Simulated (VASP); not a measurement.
Given:

```yaml
crystal:
  lattice:
    - [-1.46770, 1.46770, 1.46770]
    - [1.46770, -1.46770, 1.46770]
    - [1.46770, 1.46770, -1.46770]
  atoms:
    - { symbol: V, position: [0.00000, 0.00000, 0.00000] }
```

All values below come from PBE GGA, VASP's PBE PAW potentials (set 64) (plane waves; VASP 6.6.1). Numerical set-up: 520 eV cut-off, 17×17×17 Γ-centred mesh, first-order Methfessel-Paxton smearing of 0.10 eV, potentials V_sv.

Task: Give the stress tensor in GPa (positive for a compressed cell).

Result: 
```
13.04   0.00   0.00
 0.00  13.04   0.00
 0.00   0.00  13.04
```
The pressure is its mean diagonal, 13.04 GPa.

The compound is V in the bcc structure. This cell is one point of a volume scan, at 0.94 of the reference volume. The run is not spin-polarised, so no magnetic state was tried.
